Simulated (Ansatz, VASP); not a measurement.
# Cross-check of BeH2 between VASP and Ansatz

Aim: how closely do two programs agree when they are given the same cell, functional and k mesh? The cell is generated by rule, not measured, and may not be a known phase. The cell is taken from a series of runs on this material, whose earlier steps may have relaxed, scaled, displaced or heated it; both programs get it as it stands.

Method: plane waves, with VASP 6.6.1 beside it; relaxation of cell and atoms at PBEsol and zone-centre phonons at PBEsol, in Ansatz 0.2.0.

The structure was built from a prototype and need not be the compound's stable phase.

**1. Starting point**

Symmetry: P4_2/mnm, No. 136, tetragonal system. Conventional cell: a = 3.809 Å, b = 3.809 Å, c = 2.302 Å, α = 90.00°, β = 90.00°, γ = 90.00°. Nearest to Be lie 6 H at 1.57 to 1.63 Å. Nearest to H lie 3 Be at 1.57 to 1.63 Å. Farther neighbours are not listed.

Coordinates:

```cif
data_structure
_symmetry_space_group_name_H-M 'P4_2/mnm'
_symmetry_Int_Tables_number 136
_cell_length_a 3.8088
_cell_length_b 3.8088
_cell_length_c 2.3020
_cell_angle_alpha 90.000
_cell_angle_beta 90.000
_cell_angle_gamma 90.000
_cell_volume 33.39
loop_
_atom_site_label
_atom_site_type_symbol
_atom_site_symmetry_multiplicity
_atom_site_Wyckoff_symbol
_atom_site_fract_x
_atom_site_fract_y
_atom_site_fract_z
_atom_site_occupancy
Be1 Be 2 a 0.00000 0.00000 0.00000 1
H1 H 4 f 0.30283 0.30283 0.00000 1
```

**2. VASP: relaxation of cell and atoms, PBEsol, pair 1**

The relaxed volume is the usual yardstick between codes: in a stiff, nearly cubic crystal its relative difference is about their pressure difference at one cell divided by the bulk modulus.

Lines of VASP's logs that name or quote its potential files are left out, and so is its time.

Contents of INCAR:

```
SYSTEM = BeH2
PREC = Accurate
ENCUT = 600
EDIFF = 1E-07
NELM = 120
ISMEAR = 0
SIGMA = 0.01
LREAL = .FALSE.
ALGO = Normal
GGA = PS
NBANDS = 10
LORBIT = 11
LWAVE = .FALSE.
LCHARG = .FALSE.
ISIF = 3
IBRION = 2
NSW = 80
EDIFFG = -0.005
LASPH = .TRUE.
GGA_COMPAT = .FALSE.
NELMIN = 4
EFERMI = MIDGAP
KPAR = 2
```

Contents of POSCAR:

```
BeH2
1.0
    3.8087510000      0.0000000000      0.0000000000
    0.0000000000      3.8087510000      0.0000000000
    0.0000000000      0.0000000000      2.3019940000
Be H
2 4
Direct
    0.0000000000      0.0000000000      0.0000000000
    0.4999998687      0.4999998687      0.5000000000
    0.3028323458      0.3028323458      0.0000000000
    0.6971676542      0.6971676542      0.0000000000
    0.8028322146      0.1971677854      0.5000000000
    0.1971677854      0.8028322146      0.5000000000
```

Contents of KPOINTS:

```
Automatic mesh
0
Gamma
6 6 8
0 0 0
```

Potentials, in the order of the species: Be and H (PBE family, release 64).

Command:

```console
$ mpirun -np 2 vasp_std
```

Numbers of over 12 decimals in the logs are rounded to 6 here.

The log of the run:

```text
[banner, memory and clock lines left out]
running    2 mpi-ranks, on    1 nodes
 distrk:  each k-point on    1 cores,    2 groups
 distr:  one band on    1 cores,    1 groups

 POSCAR found type information on POSCAR BeH
 POSCAR found :  2 types and       6 ions
|                                                                             |
|               ----> ADVICE to this user running VASP <----                  |
|                                                                             |
|     You enforced a specific xc type in the INCAR file but a different       |
|     [... a line on the potential file left out ...]
|     I HOPE YOU KNOW WHAT YOU ARE DOING!                                     |
|                                                                             |

 LDA part: xc-table for (Slater+PW92), standard interpolation
 POSCAR, INCAR and KPOINTS ok, starting setup
 FFT: planning ... GRIDC
 FFT: planning ... GRID_SOFT
 FFT: planning ... GRID
 WAVECAR not read
 entering main loop
       N       E                     dE             d eps       ncg     rms          rms(c)
DAV:   1    -0.285161054106E+00   -0.28516E+00   -0.40029E+03  1000   0.750E+02
DAV:   2    -0.206057934597E+02   -0.20321E+02   -0.18978E+02  1420   0.113E+02
DAV:   3    -0.213426638871E+02   -0.73687E+00   -0.73416E+00  1330   0.191E+01
DAV:   4    -0.213448034954E+02   -0.21396E-02   -0.21393E-02  1224   0.950E-01
DAV:   5    -0.213448079131E+02   -0.44177E-05   -0.44176E-05  1242   0.466E-02    0.521E+00
DAV:   6    -0.209467753930E+02    0.39803E+00   -0.15641E-01  1114   0.226E+00    0.289E+00
DAV:   7    -0.207764524815E+02    0.17032E+00   -0.27042E-01  1078   0.319E+00    0.287E-01
DAV:   8    -0.207773370798E+02   -0.88460E-03   -0.60403E-03  1106   0.627E-01    0.780E-02
DAV:   9    -0.207772100981E+02    0.12698E-03   -0.17258E-04  1194   0.777E-02    0.130E-02
DAV:  10    -0.207772132536E+02   -0.31555E-05   -0.15866E-05  1162   0.304E-02    0.470E-03
DAV:  11    -0.207772131407E+02    0.11298E-06   -0.81900E-07  1146   0.547E-03    0.107E-03
DAV:  12    -0.207772131511E+02   -0.10481E-07   -0.32798E-08   630   0.160E-03
   1 F= -.20777213E+02 E0= -.20777213E+02  d E =-.207772E+02
 curvature:   0.00 expect dE= 0.000E+00 dE for cont linesearch  0.000E+00
 trial: gam= 0.00000 g(F)=  0.373E-05 g(S)=  0.265E-04 ort = 0.000E+00 (trialstep = 0.100E+01)
 search vector abs. value=  0.302E-04
 bond charge predicted
       N       E                     dE             d eps       ncg     rms          rms(c)
DAV:   1    -0.207772360966E+02   -0.22956E-04   -0.17309E-04  1132   0.981E-02    0.632E-03
DAV:   2    -0.207772355994E+02    0.49715E-06   -0.21679E-06  1172   0.123E-02    0.378E-03
DAV:   3    -0.207772351043E+02    0.49516E-06   -0.53098E-07  1124   0.426E-03    0.306E-04
DAV:   4    -0.207772351059E+02   -0.16587E-08   -0.11801E-08   562   0.827E-04
   2 F= -.20777235E+02 E0= -.20777235E+02  d E =-.219548E-04
 trial-energy change:   -0.000022  1 .order   -0.000022   -0.000030   -0.000015
 step:   2.7140(harm=  1.9359)  dis= 0.00041  next Energy=   -20.777245 (dE=-0.323E-04)
 reached required accuracy - stopping structural energy minimisation
```

Parts of OUTCAR (step 2):

```text
ion  position               nearest neighbor table
   1  0.000  0.000  0.000-   5 1.57   6 1.57   5 1.57   6 1.57   3 1.63   4 1.63
   2  0.500  0.500  0.500-   3 1.57   3 1.57   4 1.57   4 1.57   5 1.63   6 1.63
   3  0.303  0.303  0.000-   2 1.57   2 1.57   1 1.63
   4  0.697  0.697  0.000-   2 1.57   2 1.57   1 1.63
   5  0.803  0.197  0.500-   1 1.57   1 1.57   2 1.63
   6  0.197  0.803  0.500-   1 1.57   1 1.57   2 1.63

  LATTYP: Found a simple tetragonal cell.
 ALAT       =     3.8087510000
 C/A-ratio  =     0.6043960343

 Subroutine GETGRP returns: Found 16 space group operations
 (whereof  8 operations were pure point group operations)

The static configuration has the point symmetry D_2h.
 The point group associated with its full space group is D_4h.

 Found     50 irreducible k-points:

   k-points           NKPTS =     50   k-points in BZ     NKDIM =     50   number of bands    NBANDS=     10

   dimension x,y,z NGX =    30 NGY =   30 NGZ =   18
   dimension x,y,z NGXF=    60 NGYF=   60 NGZF=   36

   ENCUT  =  600.0 eV  44.10 Ry    6.64 a.u.   7.61  7.61  4.60*2*pi/ulx,y,z

   NELECT =       8.0000    total number of electrons

 k-points in reciprocal lattice and weights: Automatic mesh
   0.00000000  0.00000000  0.00000000       0.003
   0.16666667  0.00000000  0.00000000       0.014
   0.33333333  0.00000000  0.00000000       0.014
   0.50000000  0.00000000  0.00000000       0.007
   0.16666667  0.16666667  0.00000000       0.014
   0.33333333  0.16666667  0.00000000       0.028
   0.50000000  0.16666667  0.00000000       0.014
   0.33333333  0.33333333  0.00000000       0.014
   0.50000000  0.33333333  0.00000000       0.014
[...]
0.50000000  0.33333333  0.50000000       0.014
   0.50000000  0.50000000  0.50000000       0.003

 average (electrostatic) potential at core
       1 -37.0263       2 -37.0264       3 -33.0044       4 -33.0044       5 -33.0044
       6 -33.0044

 E-fermi :   3.5783

 k-point     1 :       0.0000    0.0000    0.0000
  band No.  band energies     occupation
      1      -8.6864      2.00000
      2      -2.3868      2.00000
      3      -2.3868      2.00000
      4       0.7666      2.00000
      5       6.6118      0.00000
      6       7.7813      0.00000
      7       8.9118      0.00000
      8       8.9118      0.00000
      9      14.8630      0.00000
    ...

 k-point     2 :       0.1667    0.0000    0.0000
  band No.  band energies     occupation
      1      -8.4510      2.00000
      2      -3.3879      2.00000
      3      -2.1440      2.00000
      4       1.1173      2.00000
      5       6.0146      0.00000
      6       7.6753      0.00000
      7       8.2614      0.00000
      8      11.3645      0.00000
      9      15.0487      0.00000
    ...

 k-point     3 :       0.3333    0.0000    0.0000
  band No.  band energies     occupation
      1      -7.7503      2.00000
      2      -5.0838      2.00000
      3      -1.4349      2.00000
      4       0.7892      2.00000
      5       5.2519      0.00000
      6       6.9782      0.00000
      7      10.3839      0.00000
      8      14.6007      0.00000
      9      15.5801      0.00000
    ...

  Total        0.0046135      0.0046135      0.0277563      0.0000000      0.0000000      0.0000000
  in kB        0.2211980      0.2211980      1.3308131      0.0000000      0.0000000      0.0000000
  external PRESSURE =       0.5910697 kB  Pullay stress =       0.0000000 kB

  energy-cutoff  :      600.00
  volume of cell :       33.42
      direct lattice vectors                 reciprocal lattice vectors
     3.809184455  0.000000000  0.000000000     0.262523386  0.000000000  0.000000000
     0.000000000  3.809184455  0.000000000     0.000000000  0.262523386  0.000000000
     0.000000000  0.000000000  2.302988948     0.000000000  0.000000000  0.434218323

 POSITION                                       TOTAL-FORCE (eV/Angst)
 -----------------------------------------------------------------------------------
      3.80918      3.80918      0.00000         0.000000      0.000000      0.000000
      1.90459      1.90459      1.15149         0.000000      0.000000      0.000000
      1.15339      1.15339      0.00000        -0.001289     -0.001289      0.000000
      2.65579      2.65579      0.00000         0.001289      0.001289      0.000000
      3.05799      0.75120      1.15149        -0.001289      0.001289      0.000000
      0.75120      3.05799      1.15149         0.001289     -0.001289      0.000000
 -----------------------------------------------------------------------------------
    total drift:                               -0.000001     -0.000001      0.000000

  FREE ENERGIE OF THE ION-ELECTRON SYSTEM (eV)
  ---------------------------------------------------
  free  energy   TOTEN  =       -20.7772351059 eV

  energy  without entropy=      -20.7772351059  energy(sigma->0) =      -20.77723511

 reached required accuracy - stopping structural energy minimisation

 total charge
# of ion       s       p       d       tot
------------------------------------------
    1        0.371   0.641   0.000   1.012
    2        0.371   0.641   0.000   1.012
    3        0.590   0.009   0.000   0.599
    4        0.590   0.009   0.000   0.599
    5        0.590   0.009   0.000   0.599
    6        0.590   0.009   0.000   0.599
--------------------------------------------------
tot          3.103   1.317   0.000   4.420

[... 3 further parts left out ...]
```

CONTCAR:

```
BeH2
   1.00000000000000
     3.8091844553775811    0.0000000000000000    0.0000000000000000
     0.0000000000000000    3.8091844553775811    0.0000000000000000
     0.0000000000000000    0.0000000000000000    2.3029889480985144
  Be              H
     2     4
Direct
     1.0000000000000000    1.0000000000000000    0.0000000000000000
     0.4999998687000016    0.4999998687000016    0.5000000000000000
     0.3027929655003170    0.3027929655003170    0.0000000000000000
     0.6972070344996830    0.6972070344996830    0.0000000000000000
     0.8027928343003203    0.1972071656996796    0.5000000000000000
     0.1972071656996796    0.8027928343003203    0.5000000000000000
```

**3. Ansatz: relaxation of cell and atoms, PBEsol, pair 1**

Ansatz runs on its default PAW (the set named soft_2) files.

The same cell, functional and mesh now go to Ansatz, which takes its cutoff from its data sets.

Contents of input.yaml:

```yaml
crystal:
  lattice:
    - [3.8087507291, 0.0, 0.0]
    - [0.0, 3.8087507291, 0.0]
    - [0.0, 0.0, 2.3019942696]
  atoms:
    - { symbol: Be, position: [0.0, 0.0, 0.0] }
    - { symbol: Be, position: [0.5, 0.5, 0.5] }
    - { symbol: H, position: [0.302832256, 0.302832256, 0.0] }
    - { symbol: H, position: [0.697167744, 0.697167744, 0.0] }
    - { symbol: H, position: [0.802832256, 0.197167744, 0.5] }
    - { symbol: H, position: [0.197167744, 0.802832256, 0.5] }
kpoints:
  mp_grid: { grid: [6, 6, 8] }
hamiltonian:
  xc: pbesol
scf:
  occupations: { method: fixed }
output:
  forces: true
  stress: true
  eigenvalues: true
relax:
  adjacent_minimum: "off"
  f_tol: 0.001
  max_steps: 60
  cell: { stress_tol: 0.01 }
```

Command:

```console
$ ansatz run input.yaml --threads 8 --pin off --max-ram 14336MiB --backend cpu --events-out ev --progress --plain --runs-dir out
```

The log of the run:

```text
Engine: ansatz 0.2.0, aarch64-unknown-linux-gnu
Pseudopotentials: kind: paw
Pseudopotential: Be, paw, valence charge 2, recommended cutoff 420 eV (normal), Be.paw.azcp
Pseudopotential: H, paw, valence charge 1, recommended cutoff 420 eV (normal), H.paw.azcp
Functional definition: PBEsol
  exchange = pbesol_x
  correlation = pbesol_c
Crystal: 6 atoms, lattice volume = 33.394 Å³
Basis set: ecut = 420 eV, 655 PW (Γ), exchange–correlation on 54×54×32 points (8 copies of the dense FFT grid, shifted against one another)
Bands: 10, of which v1, the nominal top of the filled ones, is band 4 counted from 1 (3 counted from 0)
Symmetry: 16 space group operations
Space group: P42/mnm (ITA 136), of the structure as read, at distance tolerance 3.2e-5 Å
k-points: 50 of 288
Non-local potential: Be, projectors of the file, l = 0: 2, l = 1: 2, l = 2: 1
Non-local potential: H, projectors of the file, l = 0: 2, l = 1: 1
PAW form: soft (Blöchl's): semilocal exchange-correlation on the pseudo side does not see the compensation charge
PAW frozen core: Be, regenerated for the run's functional, and the local potential with it (the file was generated under x = pbe(κ = 0.804, μ = 0.219515), c = pbe(β = 0.066725))
PAW one-centre angular grid: Be, 110 points (default); XC on 64 Gauss nodes
PAW one-centre angular grid: H, 110 points (default); XC on 64 Gauss nodes
Initial density: superposition of atomic densities (neutral atoms: chi_scale 0, normalization atom), corrected by the library's trained network
Initial wavefunctions: pseudopotential atomic-orbital guess
Functional: x = pbesol(κ = 0.804, μ = 0.123457), c = pbesol(β = 0.046)
SCF iter   1: F=—  HF=-242.888027 eV  |F-HF|=—  |Δ(HF+E_count)|=         —  Δρ=5.55e-3  dr2=6.28e-3  ethr=1.77e-3  ⟨swp⟩=4.8  Hψ=3103  notcnv=0  defer=150
preconditioner: auto → none  [insulator: Δε(μ)=3.312 eV  Ē_g=12.778 eV  n_scr=4 (ndim 8)  ℏωp=18.2 eV  f_vac=0.000  ε∞_Penn≈3.0]
SCF iter   2: F=—  HF=-242.887043 eV  |F-HF|=—  |Δ(HF+E_count)|=   9.84e-4  Δρ=2.25e-3  dr2=1.06e-3  ethr=7.86e-5  ⟨swp⟩=1.3  Hψ=924  notcnv=0  defer=156
SCF iter   3: F=—  HF=-242.886950 eV  |F-HF|=—  |Δ(HF+E_count)|=   9.28e-5  Δρ=1.31e-4  dr2=3.69e-6  ethr=1.33e-5  ⟨swp⟩=2.6  Hψ=662  notcnv=0  defer=169
SCF iter   4: F=—  HF=-242.886969 eV  |F-HF|=—  |Δ(HF+E_count)|=   1.93e-5  Δρ=1.01e-5  dr2=2.94e-8  ethr=4.61e-8  ⟨swp⟩=2.0  Hψ=612  notcnv=0  defer=90
iter 5 did not close the SCF: its close was put off for the readings that it lacked (scf_convergence_deferred on its scf_iter line)
SCF iter   5: F=-242.886969 eV  HF=-242.886969 eV  |F-HF|=5.17e-11  |Δ(HF+E_count)|=  1.38e-10  Δρ=1.53e-6  dr2=6.49e-10  ethr=3.67e-10  ⟨swp⟩=2.5  Hψ=608  notcnv=0  defer=90
SCF iter   6: F=-242.886969 eV  HF=-242.886969 eV  |F-HF|=6.48e-12  |Δ(HF+E_count)|=  3.59e-11  Δρ=1.85e-7  dr2=5.75e-12  ethr=8.11e-12  ⟨swp⟩=5.3  Hψ=2465  notcnv=0
SCF 1 converged in 6 iterations: F = -242.886969 eV  dr2 = 5.75e-12
  greatest PAW one-centre occupation: 0.362 electrons in one spin orbital (limit 2), on the H atom at site 5 (counted from 0), in its partial waves of l = 0
relax step   1: F+E_penalty+E_count = -242.88696930 eV  Δ(F+E_penalty+E_count) = +0.000e0 eV  max|allowed force component| = 4.455e-4 eV/Å  Δτ_max = 0.0000 Å  P = +0.002 GPa  Ω = 33.394 Å³  (6 SCF iters, dr2 threshold 1.00e-7 eV, accepted)
[...]
relax step   2: F+E_penalty+E_count = -242.88696965 eV  Δ(F+E_penalty+E_count) = -3.485e-7 eV  max|allowed force component| = 3.114e-4 eV/Å  Δτ_max = 0.0001 Å  P = +0.000 GPa  Ω = 33.394 Å³  energy of the carried Pulay correction = +4.522e-8 eV  (3 SCF iters, dr2 threshold 1.02e-9 eV, accepted)
[...]
relax step   3: F+E_penalty+E_count = -242.88696965 eV  Δ(F+E_penalty+E_count) = -2.365e-11 eV  max|allowed force component| = 3.070e-4 eV/Å  Δτ_max = 0.0000 Å  P = +0.000 GPa  Ω = 33.394 Å³  stress off target by 2.93e-3 GPa  SCF on the basis re-selected at this cell (its energy is not comparable with the rows above)  (4 SCF iters)
basis re-selected at this cell: Δ(F+E_penalty+E_count) = -2.365e-11 eV, ΔP = -0.000 GPa vs the last step (what re-selecting the basis moved, of the pressure what is left beyond the Pulay correction that the steps carried, after the strain that the cell walked since its last selection, with what the two solves' SCF thresholds leave and, on support functions, any second-order correction that the steps lacked; it is no  [...]
SCF converged after 4 iterations
Free energy (F): -242.886970 eV
Harris-Foulkes:  -242.886970 eV  (|F-HF|=3.41e-13)
Internal energy: -242.886970 eV  (E = F + TS)
E sigma→0 (E₀):  -242.886970 eV
Fermi energy:    2.721694 eV
--- Per-component energies (eV) ---
  E_band       = -12.830394
  E_kinetic    = 95.760251
  E_local      = -49.585751  (includes V_loc(G=0)·N_el)
  E_nonlocal   = 14.387626
  E_hartree    = 9.846398
  E_xc         = -74.787547
  E_vxc        = -88.058260  (∫ρ·V_xc dr)
  E_paw        = -116.186800  (= ΣΔE_a)
  E_vpaw       = -5.022046  (= ΣTr[D̂ρ^β])
  E_aug_tail   = -0.005011  (compensation charges beyond the density's cutoff)
  E_ewald      = -122.335198
  E_core_change = 0.019063  (= ΣΔE_core)
  E_smearing   = -0.000000  (= −TS)
  E_closure    = 0.000000  (closes the sum)
  Σ components = -242.886970   (vs F -242.886970, Δ=0.00e0)
--- Forces (eV/Å), atoms counted from 1 ---
  atom   1  Be    -0.00000000     0.00000000     0.00000000
  atom   2  Be     0.00000000     0.00000000     0.00000000
  atom   3  H     -0.00030697    -0.00030697    -0.00000000
  atom   4  H      0.00030697     0.00030697     0.00000000
  atom   5  H     -0.00030697     0.00030697     0.00000000
  atom   6  H      0.00030697    -0.00030697    -0.00000000
  max |Σ_I F_I| component: 4.88e-19 eV/Å
--- Stress (GPa, compression-positive) ---
        0.002137      -0.000000      -0.000000
       -0.000000       0.002137       0.000000
       -0.000000       0.000000      -0.002934
  P = ⅓ Tr σ = 0.0004 GPa (0.004 kbar)
--- Band table (eV; the first three rows and the last of 50) ---
  k-point 0: bands = ["-7.8757", "-1.5746", "-1.5746", "1.5716", "7.4285", "8.5993", "9.7239", "9.7239", "15.6794", "17.1096"]
  k-point 1: bands = ["-7.5295", "-1.1849", "-1.1849", "1.4951", "7.8710", "8.7541", "10.1111", "10.1111", "13.4812", "15.1842"]
  k-point 2: bands = ["-6.5056", "-0.0539", "-0.0539", "0.9841", "8.4960", "9.1986", "11.1489", "11.1489", "11.8704", "12.5060"]
  k-point 49: bands = ["-1.2880", "-1.2880", "1.2406", "1.2406", "6.1059", "6.1059", "6.3030", "6.3030", "16.6612", "16.6612"]
--- Relaxed structure (2 steps of the walk, 2 accepted, 1 SCFs on fresh bases) ---
  F+E_penalty+E_count = -242.88696965 eV   max|allowed force component| = 3.070e-4 eV/Å   (the final SCF, on the basis selected at the relaxed cell)
  cell:  # Å, volume = 33.3941 Å³
    - [3.808534, 0, 0]
    - [0, 3.808534, 0]
    - [0, 0, 2.302258]
  atoms:
    - { symbol: Be, position: [0, 0, 0] }
    - { symbol: Be, position: [0.500000, 0.500000, 0.500000] }
    - { symbol: H, position: [0.302853, 0.302853, 0] }
    - { symbol: H, position: [0.697147, 0.697147, 0] }
    - { symbol: H, position: [0.802853, 0.197147, 0.500000] }
    - { symbol: H, position: [0.197147, 0.802853, 0.500000] }
```

**4. Differences**

Known differences besides the potentials themselves: fixed occupations in Ansatz, narrow Gaussian smearing in VASP; the cutoff is 420 eV in Ansatz and 600 eV in VASP; Ansatz makes its cores anew for this functional, VASP keeps those of its PBE data sets; Ansatz adds a Pulay correction to the stress that steers its cell, VASP none. Total energies have different zeros and are not compared.

Compared:

| quantity | Ansatz | VASP | difference |
| --- | --- | --- | --- |
| volume (Å³) | 33.39 | 33.42 | -0.07 % |
| edge a after relaxation, in the typed setting (Å) | 3.808 | 3.809 | -0.02 % |
| edge c after relaxation, in the typed setting (Å) | 2.302 | 2.303 | -0.03 % |

[end of part 1 of 2]

[Lines on the potential files, build, host, timing and source positions are cut from VASP's logs without a mark.]

[Logs are printed without paths, hosts, clocks, repeated set-up lines and the standing remarks that a program may print on its own settings, such as how far it seeks lower states.]

[Hosts, paths, dates, database ids (printed as entryN), source tags and the programs' standing remarks are cut or masked in the printed files.]
